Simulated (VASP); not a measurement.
Data:

```yaml
crystal:
  lattice:
    - [1.89175, -3.27660, 0.00000]
    - [1.89175, 3.27660, 0.00000]
    - [0.00000, 0.00000, 6.19996]
  atoms:
    - { symbol: Zn, position: [0.66667, 0.33333, 0.50018] }
    - { symbol: Zn, position: [0.33333, 0.66667, 0.99211] }
    - { symbol: S, position: [0.66667, 0.33333, 0.87482] }
    - { symbol: S, position: [0.33333, 0.66667, 0.37482] }
```

These are PBEsol GGA, VASP's PBE PAW potentials (set 64) (plane waves; VASP) values and carry that method's errors. Numerical set-up: 480 eV cut-off, 6×6×4 Γ-centred mesh, Gaussian smearing of 0.050 eV, potentials Zn S.

### Question
What does the run give for the energy per atom (σ→0), largest force, band gap (on the k-mesh) with the smallest direct gap where there is one?

### Answer

band gap (on the k-mesh): 2.17 eV
smallest direct gap (on the k-mesh): 2.17 eV
energy per atom (σ→0): -3.788 eV/atom
largest force: 0.01434 Ry/bohr

The compound is ZnS in the wurtzite structure, the high-temperature form. This cell was strained or had an atom moved on purpose.
